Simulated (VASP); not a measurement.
All values below come from HSE06 screened hybrid, VASP's PBE PAW potentials (set 64) (plane waves; VASP).

The input files of a VASP run:

POSCAR:
```
BC32Si31
1
    8.7583314355     0.0000000000     0.0000000000
    0.0000000000     8.7583314355     0.0000000000
    0.0000000000     0.0000000000     8.7583314355
Si C B
31 32 1
Direct
  0.4998997506   0.9997599088   0.9998884818
  0.7493241364   0.2503407374   0.0000746435
  0.7493285884   0.9999440561   0.2503631974
  0.9999264394   0.9997550835   0.9998820908
  0.2501377527   0.2503333748   0.9994811259
  0.4997531363   0.4999128627   0.9996954606
  0.7493298103   0.7493327891   0.9997765776
  0.2501173744   0.9993991849   0.2500853060
  0.4999773619   0.2535557058   0.2534438252
  0.7455763868   0.4990976577   0.2537030727
  0.4998276276   0.9997051352   0.4998703132
  0.7455732084   0.2534557947   0.4991110606
  0.7495802874   0.9995534732   0.7496135639
  0.9997512578   0.4997288329   0.9997759297
  0.2505455312   0.7492133590   0.9997954616
  0.9994835679   0.2502450599   0.2502658367
  0.2533571561   0.5004525082   0.2534798559
  0.4990146906   0.7460118923   0.2538757041
  0.9997586488   0.9997056352   0.4998835295
  0.2535630354   0.2532397561   0.5002551879
  0.7461537685   0.7458214914   0.5005744533
  0.2503922675   0.9999072925   0.7494355191
  0.4992072320   0.2535599239   0.7460589986
  0.7459206415   0.5003384306   0.7459664222
  0.9998621988   0.7492139262   0.2501221934
  0.9996391121   0.4995214604   0.4997026901
  0.2533888406   0.7458268491   0.4991625430
  0.9999324112   0.2501167740   0.7492944120
  0.2536359160   0.4989363608   0.7456478811
  0.5006905157   0.7459314382   0.7457655668
  0.9998264146   0.7491720441   0.7495141272
  0.6245384721   0.1259396977   0.1259867737
  0.8735395352   0.3751324233   0.1260102902
  0.8735459553   0.1258727807   0.3751661201
  0.1247990990   0.1249099311   0.1248054021
  0.3745289890   0.3749532762   0.1247468237
  0.6245579487   0.6249257007   0.1250395764
  0.8747022442   0.8747453219   0.1248846351
  0.3746360816   0.1246181378   0.3746143105
  0.6164962433   0.3824438684   0.3825256689
  0.8745603752   0.6246183745   0.3747326503
  0.6248333163   0.1247138935   0.6250531427
  0.8744027395   0.3745404739   0.6247375713
  0.8748254144   0.1248893730   0.8749430711
  0.1259357747   0.6245841846   0.1256503194
  0.3751089989   0.8735540645   0.1258720928
  0.1248609335   0.3745849745   0.3746675224
  0.3823567043   0.6168873761   0.3827341459
  0.6249451677   0.8745664415   0.3750084519
  0.1259413845   0.1256885190   0.6246111043
  0.3826142251   0.3822865944   0.6167297143
  0.6169664314   0.6167261540   0.6167488920
  0.8738966314   0.8735049609   0.6248393413
  0.3750840534   0.1258948630   0.8737917384
  0.6247783888   0.3748164906   0.8746913463
  0.8736203361   0.6245252908   0.8737764260
  0.1256785484   0.8735159611   0.3749096338
  0.1247179070   0.6245461678   0.6246624306
  0.3747311218   0.8745594987   0.6247568036
  0.1257624062   0.3749969397   0.8734391942
  0.3748868669   0.6247353895   0.8742684505
  0.6246800273   0.8735993242   0.8737328230
  0.1250582331   0.8746171265   0.8747837002
  0.4995613787   0.4995746269   0.4997008014
```

**KPOINTS**
```
Automatic mesh
0
Gamma
1 1 1
0 0 0
```

INCAR:
```
SYSTEM = BC32Si31
PREC = Normal
ENCUT = 400
EDIFF = 1E-5
NELM = 50
ALGO = Normal
LREAL = Auto
LASPH = .TRUE.
ISMEAR = 0
SIGMA = 0.05
GGA = PE
LWAVE = .FALSE.
LCHARG = .FALSE.
NELMIN = 4
ISYM = 0
NELECT = 256.0
HFSCREEN = 0.2
AEXX = 0.25
LHFCALC = .TRUE.
PRECFOCK = Fast
ISIF = 0
```

POTCAR, in this order: Si C B (PBE.64 set). Program: vasp_gam. Read from the step before: WAVECAR.

The run wrote:

**OSZICAR**
```
       N       E                     dE             d eps       ncg     rms          rms(c)
DAV:   1    -0.546333520121E+03   -0.54633E+03   -0.99272E+00   322   0.785E+00    0.145E+01
DAV:   2    -0.546398865997E+03   -0.65346E-01   -0.27045E-01   339   0.116E+00    0.106E+01
DAV:   3    -0.546381997537E+03    0.16868E-01   -0.10277E-02   355   0.246E-01    0.624E+00
DAV:   4    -0.546375981080E+03    0.60165E-02   -0.32955E-03   372   0.124E-01    0.359E+00
DAV:   5    -0.546374094048E+03    0.18870E-02   -0.10143E-03   372   0.679E-02    0.204E+00
DAV:   6    -0.546373481161E+03    0.61289E-03   -0.25242E-04   364   0.366E-02    0.116E+00
DAV:   7    -0.546373280490E+03    0.20067E-03   -0.78161E-05   355   0.221E-02    0.661E-01
DAV:   8    -0.546373216755E+03    0.63735E-04   -0.21854E-05   211   0.128E-02    0.382E-01
DAV:   9    -0.546373198824E+03    0.17931E-04   -0.10243E-05   203   0.945E-03    0.215E-01
DAV:  10    -0.546373194520E+03    0.43035E-05   -0.26563E-06   195   0.484E-03
   1 F= -.54637319E+03 E0= -.54637319E+03  d E =-.136210E-16
```

### OUTCAR
```
------------------------ aborting loop because EDIFF is reached ----------------------------------------
  volume of cell :      671.84
      direct lattice vectors                 reciprocal lattice vectors
     8.758331436  0.000000000  0.000000000     0.114176999  0.000000000  0.000000000
     0.000000000  8.758331436  0.000000000     0.000000000  0.114176999  0.000000000
     0.000000000  0.000000000  8.758331436     0.000000000  0.000000000  0.114176999
  FREE ENERGIE OF THE ION-ELECTRON SYSTEM (eV)
  ---------------------------------------------------
  free  energy   TOTEN  =      -546.3731945204 eV

  energy  without entropy=     -546.3731945204  energy(sigma->0) =     -546.37319452

  exchange ACFDT corr.  =         0.00000000  see jH, gK, PRB 81, 115126
```
(Selected blocks of OUTCAR.)

The cell is charged, with a uniform compensating background. The supercell is sampled at Γ alone, which is coarse: total energies, pressure and levels can be off, energies of defects by several tenths of an eV.

The cell is a supercell with a defect, built from SiC (zinc blende): B_Si, charge -1. The cell's shape comes from a PBE relaxation. The run is not spin-polarised, so no state with unpaired spins was tried.
